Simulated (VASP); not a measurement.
# ZrSe2: energy against strain

ZrSe2 (1T layered, P-3m1, 24.807 Å³/atom and stress up to 0.18 GPa in the relaxed cell, c along z) under a strain ε along c (axis z), the other axes held. PBEsol in VASP (plane waves, PAW), 480 eV, 10×10×6 Γ-centred mesh, Gaussian smearing 0.05 eV; ions are relaxed, or left where forces stay under 0.02 eV/Å, within the symmetry of each cell.

Here s stands for strain and y for E less E0.

| strain (%) | E less E0 (meV/atom) |
|---|---|
| -1.50 | 0.47 |
| -1.00 | 0.18 |
| -0.50 | 0.02 |
| 0.00 | 0.00 |
| 0.50 | 0.06 |
| 1.00 | 0.22 |
| 1.50 | 0.48 |
| 3.00 | ? |

Fit y of the 7 rows that show it with a parabola. Least squares gives y = -0.010 + 0.0107·s + 0.2148·s². Residuals (row less fit): 0.013, -0.014, -0.018, 0.010, 0.011, 0.005, -0.009; standard error 0.016 (degrees of freedom: 4). Twice the quadratic coefficient over the volume, 2 × 0.2148 meV × 10⁴ × 0.1602 / 24.807 Å³, is the elastic constant C33 = 27.7 ± 0.9 GPa (± standard error of the fit, which holds the terms cut off).

Task: Estimate the missing y (s = 3.00); what did the run itself give?

Result: y = -0.010 + 0.0107 × 3.0 + 0.2148 × 3.0² = 1.955 meV/atom. The calculation gives 1.67 meV/atom, 0.285 meV/atom below the prediction (17.1 % of the range of y in the table). The row lies outside the fitted rows, so this is an extrapolation. From the scatter of the fitted rows alone, a prediction at this place has a standard error of 0.061 meV/atom, so the miss is 4.7 times that.

A polynomial of degree 3 through the 12 other runs of the series gives 1.66 there, so most of the miss is curvature that the fit leaves out. This level leaves no gap over 0.05 eV at strain -1.50 %. For ZrSe2: without a dispersion term in the relaxation, distances and binding between the weakly bound layers, chains or molecules are unreliable, and so is what depends on them. Rows are the converged runs of the series near zero and its far end, less any whose ions stayed unrelaxed beside relaxed ones; series whose fitted rows scatter by over a few per cent of the range, as at a crossing or softening among them, aren't shown in this form. Most that stay on the fit to the last digits aren't either.
